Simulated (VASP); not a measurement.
Computed with PBE GGA, VASP's PBE PAW potentials (set 64) (plane waves; VASP).

VASP input:

File POSCAR:
```
BN
1
    0.0000000000     1.8312860000     1.8312860000
    1.8312860000     0.0000000000     1.8312860000
    1.8312860000     1.8312860000     0.0000000000
B N
1 1
Direct
  0.0000000000   0.0000000000   0.0000000000
  0.2500000000   0.2500000000   0.2500000000
```

File KPOINTS:
```
Automatic mesh
0
Gamma
 4 4 4
0 0 0
```

**INCAR**
```
! general
SYSTEM  =  BN
PREC    =  Normal
ENCUT   =  500
LREAL   =  .FALSE.   ! projection in real space or not
LASPH   =  .TRUE.

! electronic loop
EDIFF   =  1E-8   ! SCF stop (eV)
NELM    =  100   ! most electronic steps
ALGO    =  Normal   ! blocked Davidson

! smearing
ISMEAR  =  0   ! Gaussian
SIGMA   =  0.01   ! width (eV)

! functional
GGA     =  PE   ! PBE

! output
LWAVE   =  .TRUE.
LCHARG  =  .FALSE.
```

POTCAR, in this order: B_GW N_GW_new (PBE.64 set). Program: vasp_std.

Problem. What does the run give for the energy per atom (σ→0), pressure, band gap (on the k-mesh)?

Solution. 
```
Quantity                          Result
------------------------  --------------
energy per atom (σ→0)     -8685 meV/atom
band gap (on the k-mesh)         4.39 eV
pressure                     -105.8 kbar
```

**OSZICAR**
```
...
DAV:   8    -0.173702936237E+02    0.14316E-01   -0.43368E-02   192   0.243E+00    0.146E-01
DAV:   9    -0.173706886574E+02   -0.39503E-03   -0.11359E-03   152   0.414E-01    0.311E-02
DAV:  10    -0.173706771720E+02    0.11485E-04   -0.73058E-05   176   0.112E-01    0.977E-03
DAV:  11    -0.173706821211E+02   -0.49491E-05   -0.89850E-06   136   0.345E-02    0.310E-03
DAV:  12    -0.173706820269E+02    0.94180E-07   -0.71310E-07   168   0.119E-02    0.642E-04
DAV:  13    -0.173706820657E+02   -0.38778E-07   -0.74755E-08   160   0.356E-03    0.237E-04
DAV:  14    -0.173706820637E+02    0.20063E-08   -0.41797E-09    72   0.959E-04
   1 F= -.17370682E+02 E0= -.17370682E+02  d E =-.131217E-15
```

The compound is BN in the zinc blende structure. This cell is one point of a volume scan, at 1.04 of the reference volume. The k-mesh is coarse (spacing up to 0.74 per Å, 2π included), so the numbers may not be converged in it.
